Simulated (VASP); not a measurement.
Calculation: PBE GGA, VASP's PBE PAW potentials (set 64) (plane waves; VASP).

The input files of a VASP run:

**INCAR**
```
SYSTEM = HfO2
PREC = Normal
ENCUT = 450
EDIFF = 1E-5
NELM = 100
ALGO = Fast
LREAL = .FALSE.
LASPH = .TRUE.
ISMEAR = 0
SIGMA = 0.05
GGA = PE
LMAXMIX = 6
LWAVE = .FALSE.
LCHARG = .FALSE.
NELMIN = 4
IBRION = 2
ISIF = 2
NSW = 20
EDIFFG = -0.03
```

File POSCAR:
```
HfO2
1
    0.0000000000     2.5361957287     2.5361957287
    2.5361957287     0.0000000000     2.5361957287
    2.5361957287     2.5361957287     0.0000000000
Hf O
1 2
Direct
  0.0000000000   0.0000000000   0.0000000000
  0.2500000000   0.2500000000   0.2500000000
  0.7500000000   0.7500000000   0.7500000000
```

**KPOINTS**
```
Regular mesh
0
G
 10 10 10
0 0 0
```

POTCAR, in this order: Hf_pv O (PBE.64 set). Program: vasp_std.

At this cut-off the stress carries a Pulay error, which pulls relaxed volumes low. Unless said otherwise, spin-orbit coupling is left out, though it shifts the bands of the heavy elements here.

Q: Estimate the energy per atom (σ→0), pressure, band gap (on the k-mesh).

A: 
```
Quantity                               Value
------------------------  ------------------
energy per atom (σ→0)     -973.2 kJ/mol-atom
band gap (on the k-mesh)             3.80 eV
pressure                           -1.21 GPa
```

### OSZICAR
```
...
RMM:   8    -0.302813672055E+02   -0.16678E-01   -0.54094E-01  1410   0.654E+00    0.431E+00
RMM:   9    -0.302603780726E+02    0.20989E-01   -0.23416E-01  1410   0.316E+00    0.215E+00
RMM:  10    -0.302584566827E+02    0.19214E-02   -0.20835E-02  1431   0.939E-01    0.126E+00
RMM:  11    -0.302580436767E+02    0.41301E-03   -0.55232E-03  1416   0.490E-01    0.278E-01
RMM:  12    -0.302581134186E+02   -0.69742E-04   -0.14843E-03  1440   0.215E-01    0.147E-01
RMM:  13    -0.302580753470E+02    0.38072E-04   -0.34046E-04  1425   0.119E-01    0.471E-02
RMM:  14    -0.302580747809E+02    0.56607E-06   -0.55895E-05  1130   0.509E-02
   1 F= -.30258075E+02 E0= -.30258075E+02  d E =-.302581E+02
```

The compound is HfO2 in the fluorite structure, the high-temperature cubic form, which is unstable at 0 K; the monoclinic form is the stable one. It was relaxed first.
